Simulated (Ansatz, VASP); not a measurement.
**Cross-check of BN between VASP and Ansatz**

One calculation is typed for both programs; each brings its own data sets. How far apart do they land? The cell is taken from a series of runs on this material, whose earlier steps may have relaxed, scaled, displaced or heated it; both programs get it as it stands.

Program: Ansatz 0.2.0. Level of theory: plane waves, with VASP 6.6.1 beside it; zone-centre phonons at LDA. Results are calculated unless marked as measured.

### Step 1. The structure

Symmetry: Imm2, No. 44, orthorhombic system. Conventional cell: a = 2.506 Å, b = 2.531 Å, c = 3.588 Å, α = 90.00°, β = 90.00°, γ = 90.00°. Nearest to B lie 4 N at 1.54 to 1.55 Å. Nearest to N lie 4 B at 1.54 to 1.55 Å. Farther neighbours and most contacts between anions are not listed.

### Step 2. VASP: zone-centre phonons, LDA, pair 1

Second derivatives magnify differences that forces hide, and they need a tight electronic threshold.

Lines of VASP's logs that name or quote its potential files are left out, and so is its time.

Contents of INCAR:

```
SYSTEM = BN
PREC = Accurate
ENCUT = 600
EDIFF = 1E-08
NELM = 120
ISMEAR = 0
SIGMA = 0.01
LREAL = .FALSE.
ALGO = Normal
GGA = PW92
NBANDS = 10
LORBIT = 11
LWAVE = .FALSE.
LCHARG = .FALSE.
ISIF = 2
IBRION = 8
LEPSILON = .TRUE.
LASPH = .TRUE.
GGA_COMPAT = .FALSE.
EFERMI = MIDGAP
KPAR = 2
```

Contents of POSCAR:

```
BN
1.0
   -0.0088215924      1.7808476542      1.7941101195
    1.7808476542     -0.0088215924      1.7941101195
    1.7720260618      1.7720260618      0.0000000000
B N
1 1
Direct
    0.9998381852      0.9998381852      0.0001618148
    0.2501618148      0.2501618148      0.2498381852
```

Contents of KPOINTS:

```
Automatic mesh
0
Gamma
12 12 12
0 0 0
```

PAW data sets: B and N (LDA family, release 64).

Started as:

```bash
> mpirun -np 2 vasp_std
```

Numbers of over 12 decimals in the logs are rounded to 6 here.

The log of the run:

```text
[banner, memory and clock lines left out]
running    2 mpi-ranks, on    1 nodes
 distrk:  each k-point on    1 cores,    2 groups
 distr:  one band on    1 cores,    1 groups

 POSCAR found type information on POSCAR B N
 POSCAR found :  2 types and       2 ions
|                                                                             |
|               ----> ADVICE to this user running VASP <----                  |
|                                                                             |
|     You enforced a specific xc type in the INCAR file but a different       |
|     [... a line on the potential file left out ...]
|     I HOPE YOU KNOW WHAT YOU ARE DOING!                                     |
|                                                                             |

 LDA part: xc-table for (Slater(with rela. corr.)+PW92), standard interpolation
 POSCAR, INCAR and KPOINTS ok, starting setup
 FFT: planning ... GRIDC
 FFT: planning ... GRID_SOFT
 FFT: planning ... GRID
 WAVECAR not read
 entering main loop
       N       E                     dE             d eps       ncg     rms          rms(c)
DAV:   1     0.109347609978E+02    0.10935E+02   -0.55338E+03  5728   0.889E+02
DAV:   2    -0.201302710996E+02   -0.31065E+02   -0.29978E+02  6718   0.169E+02
DAV:   3    -0.206390052105E+02   -0.50873E+00   -0.50768E+00  6590   0.190E+01
DAV:   4    -0.206396536089E+02   -0.64840E-03   -0.64838E-03  6088   0.800E-01
DAV:   5    -0.206396542058E+02   -0.59689E-06   -0.59688E-06  6372   0.246E-02    0.671E+00
DAV:   6    -0.195893478209E+02    0.10503E+01   -0.33414E+00  5692   0.114E+01    0.319E+00
DAV:   7    -0.194669252372E+02    0.12242E+00   -0.10426E-01  6242   0.279E+00    0.180E+00
DAV:   8    -0.194341978558E+02    0.32727E-01   -0.50854E-02  6336   0.162E+00    0.192E-01
DAV:   9    -0.194340482523E+02    0.14960E-03   -0.86178E-04  6136   0.282E-01    0.825E-02
DAV:  10    -0.194340326792E+02    0.15573E-04   -0.43717E-05  6346   0.671E-02    0.139E-02
DAV:  11    -0.194340331439E+02   -0.46473E-06   -0.17079E-06  6218   0.959E-03    0.614E-03
DAV:  12    -0.194340330802E+02    0.63737E-07   -0.47093E-07  6174   0.435E-03    0.262E-04
DAV:  13    -0.194340330808E+02   -0.58742E-09   -0.77487E-09  3508   0.900E-04
   1 F= -.19434033E+02 E0= -.19434033E+02  d E =0.000000E+00
 Linear response reoptimize wavefunctions to high precision
DAV:   1    -0.194340330808E+02   -0.27171E-10   -0.23692E-10  3788   0.179E-04
 Linear response G [H, r] |phi>, progress :
  Direction:   1
       N       E                     dE             d eps       ncg     rms
RMM:   1    -0.351968590517E+02   -0.35197E+02   -0.96864E+00 12895   0.505E+01
RMM:   2    -0.310786085333E+02    0.41183E+01   -0.85377E-01  8921   0.863E+00
RMM:   3    -0.310850907749E+02   -0.64822E-02   -0.98621E-04  9514   0.352E-01
RMM:   4    -0.310851554202E+02   -0.64645E-04    0.14492E-04  9980   0.204E-02
RMM:   5    -0.310851697989E+02   -0.14379E-04    0.82289E-06  9748   0.150E-03
RMM:   6    -0.310851704923E+02   -0.69342E-06    0.13417E-06  8258   0.236E-04
RMM:   7    -0.310851705760E+02   -0.83732E-07    0.50188E-07  7010   0.152E-04
RMM:   8    -0.310851705788E+02   -0.27675E-08    0.46213E-07  7033   0.151E-04
RMM:   9    -0.310851705808E+02   -0.20715E-08    0.40297E-07  6699   0.151E-04
RMM:  10    -0.310851705788E+02    0.20378E-08    0.31206E-07  5959   0.151E-04
 Linear response G [H, r] |phi>, progress :
  Direction:   2
       N       E                     dE             d eps       ncg     rms
RMM:   1    -0.297524947711E+02   -0.29752E+02    0.25057E+01 12752   0.490E+01
RMM:   2    -0.278821690412E+02    0.18703E+01   -0.74490E-01  8861   0.785E+00
RMM:   3    -0.278832144627E+02   -0.10454E-02   -0.94838E-04  9517   0.332E-01
RMM:   4    -0.278832974696E+02   -0.83007E-04    0.61918E-05 10107   0.201E-02
RMM:   5    -0.278833037659E+02   -0.62963E-05    0.65465E-06  9762   0.154E-03
RMM:   6    -0.278833043069E+02   -0.54103E-06    0.12029E-06  8292   0.238E-04
RMM:   7    -0.278833043531E+02   -0.46133E-07    0.74118E-07  7031   0.147E-04
RMM:   8    -0.278833043579E+02   -0.48185E-08    0.70445E-07  7111   0.145E-04
RMM:   9    -0.278833043686E+02   -0.10752E-07    0.54539E-07  6855   0.145E-04
RMM:  10    -0.278833043969E+02   -0.28301E-07    0.14965E-07  6141   0.145E-04
 Linear response G [H, r] |phi>, progress :
  Direction:   3
       N       E                     dE             d eps       ncg     rms
RMM:   1    -0.322183544907E+02   -0.32218E+02    0.96053E+00 12591   0.496E+01
RMM:   2    -0.294766777644E+02    0.27417E+01   -0.80227E-01  8824   0.821E+00
RMM:   3    -0.294796452839E+02   -0.29675E-02   -0.15313E-04  9490   0.340E-01
RMM:   4    -0.294798007101E+02   -0.15543E-03    0.89534E-05  9951   0.201E-02
RMM:   5    -0.294798098086E+02   -0.90985E-05    0.57608E-06  9641   0.153E-03
[...]
dielectric tensor                  component  1 :     5.151    -0.030     1.087
 Linear response to external field (no local field effect), progress :
  Direction:   2
       N       E                     dE             d eps       ncg     rms          rms(c)
RMM:   1    -0.101561375051E+00   -0.10156E+00   -0.28916E-01 12830   0.173E+00
RMM:   2    -0.101891889093E+00   -0.33051E-03   -0.23397E-04  9090   0.129E-01
[...]
RMM:   9    -0.118076832423E+00    0.18335E-07   -0.29729E-11 15823   0.418E-05    0.210E-06
 change of polarisation eV/A/(eV/A) component  2 :    -0.002     0.223    -0.000
 dielectric tensor                  component  2 :    -0.027     4.543    -0.000
 Linear response to external field, progress :
  Direction:   3
       N       E                     dE             d eps       ncg     rms          rms(c)
RMM:   1    -0.116991694110E+00   -0.11699E+00   -0.34914E-01 12553   0.183E+00
RMM:   2    -0.117341450433E+00   -0.34976E-03   -0.25116E-04  9048   0.133E-01    0.573E-01
RMM:   3    -0.115088602309E+00    0.22528E-02   -0.94074E-04  8895   0.238E-01    0.336E-01
RMM:   4    -0.118749850486E+00   -0.36612E-02   -0.13809E-03  9171   0.288E-01    0.368E-02
RMM:   5    -0.119204811415E+00   -0.45496E-03   -0.14611E-05  9291   0.310E-02    0.408E-03
RMM:   6    -0.119219649765E+00   -0.14838E-04   -0.31378E-08  9413   0.171E-03    0.218E-03
RMM:   7    -0.119228206948E+00   -0.85572E-05   -0.68259E-09  9397   0.813E-04    0.735E-05
RMM:   8    -0.119228492199E+00   -0.28525E-06    0.35422E-11  5366   0.336E-05    0.337E-05
RMM:   9    -0.119228505958E+00   -0.13759E-07    0.38436E-10  5400   0.479E-05    0.370E-06
 change of polarisation eV/A/(eV/A) component  3 :     0.067    -0.021     0.225
 dielectric tensor                  component  3 :     1.065    -0.338     4.578
 Linear response DOF=           4
 Linear response progress:
  Degree of freedom:   1/  4
       N       E                     dE             d eps       ncg     rms          rms(c)
RMM:   1    -0.424235299779E-01   -0.42424E-01   -0.27783E-02 45326   0.136E+00
RMM:   2    -0.365518913098E-01    0.58716E-02   -0.64206E-04 26729   0.245E-01    0.150E-01
RMM:   3    -0.365058470035E-01    0.46044E-04   -0.60766E-05 28028   0.799E-02    0.842E-02
RMM:   4    -0.368019574920E-01   -0.29611E-03   -0.10265E-04 28032   0.909E-02    0.765E-03
RMM:   5    -0.367975940605E-01    0.43634E-05    0.10575E-06 28692   0.733E-03    0.112E-03
RMM:   6    -0.367956285927E-01    0.19655E-05    0.70638E-08 28793   0.521E-04    0.419E-04
RMM:   7    -0.367933775921E-01    0.22510E-05   -0.31925E-08 29204   0.391E-04    0.434E-05
RMM:   8    -0.367934515411E-01   -0.73949E-07    0.68818E-09 29249   0.297E-05    0.104E-05
RMM:   9    -0.367933978057E-01    0.53735E-07   -0.32576E-10 30012   0.133E-05    0.838E-07
RMM:  10    -0.367933971994E-01    0.60622E-09    0.18852E-09 19702   0.614E-06    0.342E-07
 first order change of Fermi-energy  -0.78862E-05
 force on displaced ion       1 direction 1 : -26.280  -0.631   0.000
 Born effective charge ion    1 direction 1 :   1.864  -0.008   0.000
 Linear response progress:
  Degree of freedom:   2/  4
       N       E                     dE             d eps       ncg     rms          rms(c)
RMM:   1    -0.417123707541E-01   -0.41712E-01   -0.20451E-02 14075   0.136E+00
RMM:   2    -0.366930998840E-01    0.50193E-02   -0.78089E-04  8615   0.243E-01    0.152E-01
RMM:   3    -0.366332845838E-01    0.59815E-04   -0.10900E-04  8912   0.814E-02    0.848E-02
RMM:   4    -0.369301629688E-01   -0.29688E-03   -0.13533E-04  8911   0.917E-02    0.799E-03
RMM:   5    -0.369272424570E-01    0.29205E-05   -0.80945E-07  9177   0.653E-03    0.238E-03
RMM:   6    -0.369232769974E-01    0.39655E-05   -0.16954E-07  9208   0.146E-03    0.500E-04
RMM:   7    -0.369209345954E-01    0.23424E-05   -0.28786E-08  9291   0.412E-04    0.548E-05
RMM:   8    -0.369208246455E-01    0.10995E-06   -0.37184E-09  9395   0.514E-05    0.230E-05
RMM:   9    -0.369208171491E-01    0.74965E-08   -0.27691E-09  9121   0.142E-05    0.569E-07
 first order change of Fermi-energy  -0.47154E+01
 force on displaced ion       1 direction 3 :   0.000   0.000 -26.101
 Born effective charge ion    1 direction 3 :  -0.000  -0.000   1.884
 Linear response progress:
  Degree of freedom:   3/  4
       N       E                     dE             d eps       ncg     rms          rms(c)
RMM:   1    -0.230718209708E+00   -0.23072E+00    0.99106E-02 35729   0.333E+00
RMM:   2    -0.224290308978E+00    0.64279E-02   -0.20089E-03 26813   0.440E-01    0.234E-01
RMM:   3    -0.225277875803E+00   -0.98757E-03   -0.41031E-04 26058   0.163E-01    0.126E-01
RMM:   4    -0.227352817247E+00   -0.20749E-02   -0.38722E-04 25210   0.159E-01    0.234E-02
RMM:   5    -0.227416542217E+00   -0.63725E-04   -0.62661E-06 28906   0.233E-02    0.876E-04
RMM:   6    -0.227425073164E+00   -0.85309E-05   -0.10239E-07 28563   0.115E-03    0.400E-04
RMM:   7    -0.227423110607E+00    0.19626E-05   -0.28594E-08 29276   0.374E-04    0.468E-05
RMM:   8    -0.227422913628E+00    0.19698E-06   -0.19458E-09 29158   0.297E-05    0.195E-05
RMM:   9    -0.227422852449E+00    0.61179E-07   -0.15074E-09 29934   0.254E-05    0.958E-07
RMM:  10    -0.227422852040E+00    0.40847E-09   -0.13188E-09 23697   0.121E-05    0.359E-07
 first order change of Fermi-energy   0.16182E-03
 force on displaced ion       2 direction 1 : -26.275  -0.633  -0.001
 Born effective charge ion    2 direction 1 :  -1.863   0.008  -0.000
 Linear response progress:
  Degree of freedom:   4/  4
       N       E                     dE             d eps       ncg     rms          rms(c)
RMM:   1    -0.230055537107E+00   -0.23006E+00    0.10649E-01 11272   0.333E+00
RMM:   2    -0.224307777723E+00    0.57478E-02   -0.19853E-03  8623   0.440E-01    0.235E-01
RMM:   3    -0.225289816229E+00   -0.98204E-03   -0.41854E-04  8341   0.164E-01    0.127E-01
RMM:   4    -0.227369383393E+00   -0.20796E-02   -0.39584E-04  8068   0.160E-01    0.234E-02
RMM:   5    -0.227431340886E+00   -0.61957E-04   -0.60338E-06  9268   0.233E-02    0.852E-04
RMM:   6    -0.227440121842E+00   -0.87810E-05    0.19352E-08  9134   0.111E-03    0.402E-04
RMM:   7    -0.227437982257E+00    0.21396E-05    0.28661E-08  9395   0.353E-04    0.747E-05
RMM:   8    -0.227437868500E+00    0.11376E-06    0.28257E-08  9332   0.566E-05    0.209E-05
RMM:   9    -0.227437814390E+00    0.54111E-07    0.27941E-08  9622   0.285E-05    0.255E-06
RMM:  10    -0.227437791546E+00    0.22844E-07    0.29370E-08  8723   0.161E-05    0.524E-07
RMM:  11    -0.227437792875E+00   -0.13298E-08    0.28212E-08  6127   0.152E-05    0.222E-08
 first order change of Fermi-energy   0.47162E+01
 force on displaced ion       2 direction 3 :   0.000   0.000 -26.095
 Born effective charge ion    2 direction 3 :   0.000   0.000  -1.883
 Born effective charges drift removed
 Linear response finished
```

OUTCAR, selected parts (step 2):

```text
ion  position               nearest neighbor table
   1  1.000  1.000  0.000-   2 1.54   2 1.54   2 1.55   2 1.55
   2  0.250  0.250  0.250-   1 1.54   1 1.54   1 1.55   1 1.55

  LATTYP: Found a body centered orthorhombic cell.
 ALAT       =     2.5060232895
 B/A-ratio  =     1.0099565041
 C/A-ratio  =     1.4318383449

 Subroutine GETGRP returns: Found  4 space group operations
 (whereof  4 operations were pure point group operations)

The static configuration has the point symmetry C_2v.

 Found    280 irreducible k-points:

   k-points           NKPTS =    280   k-points in BZ     NKDIM =    280   number of bands    NBANDS=     10

   dimension x,y,z NGX =    20 NGY =   20 NGZ =   20
   dimension x,y,z NGXF=    40 NGYF=   40 NGZF=   40

   ENCUT  =  600.0 eV  44.10 Ry    6.64 a.u.   5.05  5.05  5.01*2*pi/ulx,y,z

   NELECT =       8.0000    total number of electrons

 k-points in reciprocal lattice and weights: Automatic mesh
   0.00000000  0.00000000  0.00000000       0.001
   0.08333333  0.00000000  0.00000000       0.002
   0.16666667 -0.00000000  0.00000000       0.002
   0.25000000  0.00000000  0.00000000       0.002
   0.33333333  0.00000000  0.00000000       0.002
   0.41666667 -0.00000000  0.00000000       0.002
   0.50000000  0.00000000  0.00000000       0.001
   0.08333333  0.08333333  0.00000000       0.001
   0.16666667  0.08333333  0.00000000       0.002
[...]
0.25000000  0.25000000  0.50000000       0.001
  -0.25000000  0.25000000  0.50000000       0.001

 average (electrostatic) potential at core
       1 -29.0604       2 -59.6805

  Total        0.3735972      0.3735972      0.0303350      0.3454499      0.0000000      0.0000000
  in kB       52.6007857     52.6007857      4.2710261     48.6377752      0.0000000      0.0000000
  external PRESSURE =      36.4908658 kB  Pullay stress =       0.0000000 kB

  energy-cutoff  :      600.00
  volume of cell :       11.38
      direct lattice vectors                 reciprocal lattice vectors
    -0.008821592  1.780847654  1.794110119    -0.279381233  0.279381233  0.278689694
     1.780847654 -0.008821592  1.794110119     0.279381233 -0.279381233  0.278689694
     1.772026062  1.772026062  0.000000000     0.282162893  0.282162893 -0.278689694

 POSITION                                       TOTAL-FORCE (eV/Angst)
 -----------------------------------------------------------------------------------
      1.77203      1.77203      3.58764         0.000000      0.000000     -0.002162
      0.88601      0.88601      0.89764        -0.000000     -0.000000      0.002162
 -----------------------------------------------------------------------------------
    total drift:                                0.000000      0.000000     -0.000003

 MACROSCOPIC STATIC DIELECTRIC TENSOR (including local field effects in DFT)
 ------------------------------------------------------
           4.543425    -0.027020    -0.000000
          -0.027020     4.543425    -0.000000
          -0.000000    -0.000000     4.577724
 ------------------------------------------------------

 PIEZOELECTRIC TENSOR (including local field effects)  for field in x, y, z        (C/m^2)
          XX          YY          ZZ          XY          YZ          ZX
  --------------------------------------------------------------------------------
  x    -0.00000     0.00000     0.00000     0.00000    -1.03010     0.00629
  y     0.00000    -0.00000     0.00000     0.00000     0.00629    -1.03010
  z     0.00994     0.00994    -0.00725    -1.02875     0.00000     0.00000

 BORN EFFECTIVE CHARGES (including local field effects) (in |e|, cummulative output)
 ---------------------------------------------------------------------------------
 ion    1
    1     1.86336    -0.00834    -0.00000
    2    -0.00834     1.86336    -0.00000
    3    -0.00000    -0.00000     1.88328
 ion    2
    1    -1.86336     0.00834     0.00000
    2     0.00834    -1.86336     0.00000
    3     0.00000     0.00000    -1.88328

 Eigenvectors and eigenvalues of the dynamical matrix
 ----------------------------------------------------

   1 f  =   32.833870 THz   206.301288 2PiTHz 1095.220003 cm-1   135.789913 meV
             X         Y         Z           dx          dy          dz
      1.772026  1.772026  3.587640     0.531178    0.531178    0.000000
      0.886013  0.886013  0.897636    -0.466744   -0.466744    0.000000

   2 f  =   32.335426 THz   203.169472 2PiTHz 1078.593702 cm-1   133.728515 meV
             X         Y         Z           dx          dy          dz
      1.772026  1.772026  3.587640    -0.000000   -0.000000    0.751226
      0.886013  0.886013  0.897636     0.000000    0.000000   -0.660045

   3 f  =   32.053600 THz   201.398709 2PiTHz 1069.193011 cm-1   132.562979 meV
             X         Y         Z           dx          dy          dz
      1.772026  1.772026  3.587640    -0.531201    0.531201   -0.000000
      0.886013  0.886013  0.897636     0.466718   -0.466718    0.000000

   4 f/i=    0.000537 THz     0.003374 2PiTHz    0.017914 cm-1     0.002221 meV
             X         Y         Z           dx          dy          dz
      1.772026  1.772026  3.587640    -0.466744   -0.466744   -0.000000
      0.886013  0.886013  0.897636    -0.531178   -0.531178    0.000000

   5 f/i=    0.001864 THz     0.011713 2PiTHz    0.062180 cm-1     0.007709 meV
             X         Y         Z           dx          dy          dz
      1.772026  1.772026  3.587640     0.000000    0.000000   -0.660045
      0.886013  0.886013  0.897636    -0.000000    0.000000   -0.751226

   6 f/i=    0.002131 THz     0.013389 2PiTHz    0.071078 cm-1     0.008813 meV
             X         Y         Z           dx          dy          dz
      1.772026  1.772026  3.587640     0.466718   -0.466718   -0.000000
      0.886013  0.886013  0.897636     0.531201   -0.531201    0.000000

 MACROSCOPIC STATIC DIELECTRIC TENSOR IONIC CONTRIBUTION
 ------------------------------------------------------
           2.102851    -0.069390    -0.000000
          -0.069390     2.102851    -0.000000
          -0.000000    -0.000000     2.161037
 ------------------------------------------------------

 ELASTIC MODULI CONTR FROM IONIC RELAXATION (kBar)
 Direction    XX          YY          ZZ          XY          YZ          ZX
 --------------------------------------------------------------------------------
 XX          -0.9089     -0.9089     -1.1690     -6.9807      0.0000      0.0000
 YY          -0.9089     -0.9089     -1.1690     -6.9807      0.0000      0.0000
 ZZ          -1.1690     -1.1690     -1.5037     -8.9791      0.0000      0.0000
 XY          -6.9807     -6.9807     -8.9791    -53.6179      0.0000      0.0000
 YZ           0.0000      0.0000      0.0000      0.0000    -54.8019    -19.3141
 ZX           0.0000      0.0000      0.0000      0.0000    -19.3141    -56.8557
 --------------------------------------------------------------------------------

 PIEZOELECTRIC TENSOR IONIC CONTR  for field in x, y, z        (C/m^2)
          XX          YY          ZZ          XY          YZ          ZX
  --------------------------------------------------------------------------------
  x    -0.00000    -0.00000    -0.00000    -0.00000     0.31065     0.03842
  y    -0.00000    -0.00000    -0.00000    -0.00000     0.06407     0.32164
  z     0.04170     0.04170     0.05364     0.32030    -0.00000    -0.00000
```

[end of part 1 of 3]

[Lines on the potential files, build, host, timing and source positions are cut from VASP's logs without a mark.]

[Logs are printed without paths, hosts, clocks, repeated set-up lines and the standing remarks that a program may print on its own settings, such as how far it seeks lower states.]

[Hosts, paths, dates, database ids (printed as entryN), source tags and the programs' standing remarks are cut or masked in the printed files.]
